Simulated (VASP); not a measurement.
Output of a VASP run:

File OSZICAR:
```
       N       E                     dE             d eps       ncg     rms          rms(c)
DAV:   1     0.111908445351E+03    0.11191E+03   -0.79449E+03  1222   0.135E+03
DAV:   2     0.183839307676E+00   -0.11172E+03   -0.10902E+03  1287   0.312E+02
DAV:   3    -0.708362965537E+01   -0.72675E+01   -0.72076E+01  1572   0.868E+01
DAV:   4    -0.728283046154E+01   -0.19920E+00   -0.19911E+00  1511   0.167E+01
DAV:   5    -0.729197751113E+01   -0.91470E-02   -0.91468E-02  1743   0.290E+00    0.376E+00
DAV:   6    -0.718456744389E+01    0.10741E+00   -0.19699E-01  1667   0.789E+00    0.216E+00
DAV:   7    -0.716867241663E+01    0.15895E-01   -0.76326E-02  1584   0.309E+00    0.608E-01
DAV:   8    -0.717002207668E+01   -0.13497E-02   -0.89554E-03  1442   0.124E+00    0.264E-01
DAV:   9    -0.717105753066E+01   -0.10355E-02   -0.14438E-03  1382   0.326E-01    0.765E-02
DAV:  10    -0.717114951191E+01   -0.91981E-04   -0.86997E-05  1512   0.675E-02    0.384E-02
DAV:  11    -0.717123188651E+01   -0.82375E-04   -0.18086E-04  1292   0.841E-02    0.260E-02
DAV:  12    -0.717123188113E+01    0.53842E-08   -0.24992E-06  1445   0.109E-02    0.714E-03
DAV:  13    -0.717123324557E+01   -0.13644E-05   -0.39935E-06  1267   0.121E-02    0.374E-03
DAV:  14    -0.717123325922E+01   -0.13647E-07   -0.89630E-08  1199   0.388E-03
   1 F= -.71712333E+01 E0= -.71713212E+01  d E =0.263838E-03
```

OUTCAR:
```
------------------------ aborting loop because EDIFF is reached ----------------------------------------
  FORCE on cell =-STRESS in cart. coord.  units (eV):
  Direction    XX          YY          ZZ          XY          YZ          ZX
  --------------------------------------------------------------------------------------
  Total        0.0077446      0.0077446      0.0077446      0.0000000     -0.0000000      0.0000000
  in kB        0.1774429      0.1774429      0.1774429      0.0000000     -0.0000000      0.0000000
  external PRESSURE =       0.1774429 kB  Pullay stress =       0.0000000 kB
  volume of cell :       69.93
      direct lattice vectors                 reciprocal lattice vectors
     0.000000000  3.269937186  3.269937186    -0.152908136  0.152908136  0.152908136
     3.269937186  0.000000000  3.269937186     0.152908136 -0.152908136  0.152908136
     3.269937186  3.269937186  0.000000000     0.152908136  0.152908136 -0.152908136
  FREE ENERGIE OF THE ION-ELECTRON SYSTEM (eV)
  ---------------------------------------------------
  free  energy   TOTEN  =        -7.1712332592 eV

  energy  without entropy=       -7.1714970977  energy(sigma->0) =       -7.17132121
```
(Selected blocks of OUTCAR.)

**POSCAR**
```
InSb
1
    0.0000000000     3.2699371863     3.2699371863
    3.2699371863     0.0000000000     3.2699371863
    3.2699371863     3.2699371863     0.0000000000
In Sb
1 1
Direct
  1.0000000000   1.0000000000   1.0000000000
  0.2500000000   0.2500000000   0.2500000000
```

**Question.** Reconstruct the remaining input files.

**Answer.** This is not unique; one that fits is the input of the run itself, AM05 GGA, plane waves, VASP's PBE PAW potentials (set 64).

### INCAR
```
# general
SYSTEM   =  InSb
PREC     =  Accurate
ENCUT    =  520   # plane-wave cut-off (eV)
LREAL    =  .FALSE.
LASPH    =  .TRUE.   # aspherical one-centre terms

# electronic loop
EDIFF    =  1E-7
NELM     =  100
ALGO     =  Normal   # blocked Davidson
LMAXMIX  =  4

# smearing
ISMEAR   =  1
SIGMA    =  0.1   # width (eV)

# functional
GGA      =  AM   # AM05

# ions
ISIF     =  2   # forces and stress, cell fixed

# output
LWAVE    =  .FALSE.
LCHARG   =  .FALSE.
```

### KPOINTS
```
Automatic mesh
0
Gamma
10 10 10
0 0 0
```

POTCAR, in this order: In_d Sb (PBE.64 set). Program: vasp_std.

The compound is InSb in the zinc blende structure. It was relaxed first.
